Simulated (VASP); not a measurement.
Data:

```xyz
2
Lattice="0.0000 2.2929 2.2929 2.2929 0.0000 2.2929 2.2929 2.2929 0.0000" Properties=species:S:1:pos:R:3 pbc="T T T"
Zr     0.0000     0.0000     0.0000
C      2.2929     2.2929     2.2929
```

Method: PBE GGA with D3 dispersion (zero damping), VASP's PBE PAW potentials (set 64) (plane waves; VASP). Run with 520 eV cut-off, 13×13×13 Γ-centred mesh, first-order Methfessel-Paxton smearing of 0.10 eV, potentials Zr_sv C.

Problem. Give the stress tensor in GPa (positive for a compressed cell).

Solution. 
```
16.25   0.00   0.00
 0.00  16.25   0.00
 0.00   0.00  16.25
```
The pressure is its mean diagonal, 16.25 GPa.

The compound is ZrC in the rock salt structure. This cell is one point of a volume scan, at 0.94 of the reference volume.
